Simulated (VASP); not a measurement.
An input for Quantum ESPRESSO's pw.x (written as the equivalent of a VASP run, and not itself run):

```
&CONTROL
  calculation = 'scf'
  pseudo_dir = './pseudo'
  outdir = './out'
  tprnfor = .true.
  tstress = .true.
/
&SYSTEM
  ibrav = 0
  nat = 5
  ntyp = 3
  ecutwfc = 98
  occupations = 'smearing'
  smearing = 'fermi-dirac'
  degauss = 0.00735
  input_dft = 'pz'
/
&ELECTRONS
  conv_thr = 7.3e-08
  electron_maxstep = 100
/
ATOMIC_SPECIES
  Ni 58.693 Ni.upf
  B 10.810 B.upf
  W 183.840 W.upf
CELL_PARAMETERS angstrom
    -1.5713460    2.2384430    3.4783760
     1.5713460   -2.2384430    3.4783760
     1.5713460    2.2384430   -3.4783760
ATOMIC_POSITIONS crystal
  Ni  -0.0066210 -0.0230040 -0.0239260
  B    0.7188980  0.5179720  0.2358600
  B    0.2921450  0.5105100  0.8065930
  W    0.7021830  0.1912150  0.4788990
  W    0.2933950  0.8033070  0.5025740
K_POINTS automatic
  8 8 8 0 0 0
```

Translate this input to VASP (INCAR, KPOINTS, POSCAR, choice of POTCAR).

Several could match; the one computed here: 
INCAR:
```
! general
SYSTEM =Ni(BW)2
PREC   =Accurate
ENCUT  =400
LREAL  =.False.
LASPH  =.True.

! electronic loop
EDIFF  =1E-6
NELM   =100
ALGO   =Normal
LMAXMIX=6

! smearing
ISMEAR =-1
SIGMA  =0.1

! ions
ISIF   =2

! output
LWAVE  =.False.
LCHARG =.False.
```

**KPOINTS**
```
Automatic mesh
0
Gamma
8 8 8
```

**POSCAR**
```
Ni(BW)2
1.0
 -1.5713460000   2.2384430000   3.4783760000
  1.5713460000  -2.2384430000   3.4783760000
  1.5713460000   2.2384430000  -3.4783760000
Ni B W
1 2 2
Direct
 -0.0066210000  -0.0230040000  -0.0239260000
  0.7188980000   0.5179720000   0.2358600000
  0.2921450000   0.5105100000   0.8065930000
  0.7021830000   0.1912150000   0.4788990000
  0.2933950000   0.8033070000   0.5025740000
```

POTCAR, in this order: Ni B W_sv (LDA.64 set). Program: vasp_std.

The two are equivalent in intent, not identical: the potentials are each code's own (VASP's PAW set, PseudoDojo norm-conserving files in pw.x), so ENCUT and ecutwfc are chosen apart and not converted; conv_thr bounds pw.x's estimated SCF error, while EDIFF bounds the energy change between steps.

The structure comes from a computed database's NiW2B2 entry; how it stands against other phases isn't given here. The cell was not relaxed at this level, atoms are displaced from their ideal sites. The k-mesh is coarse (spacing up to 0.31 per Å, 2π included), so the numbers may not be converged in it.
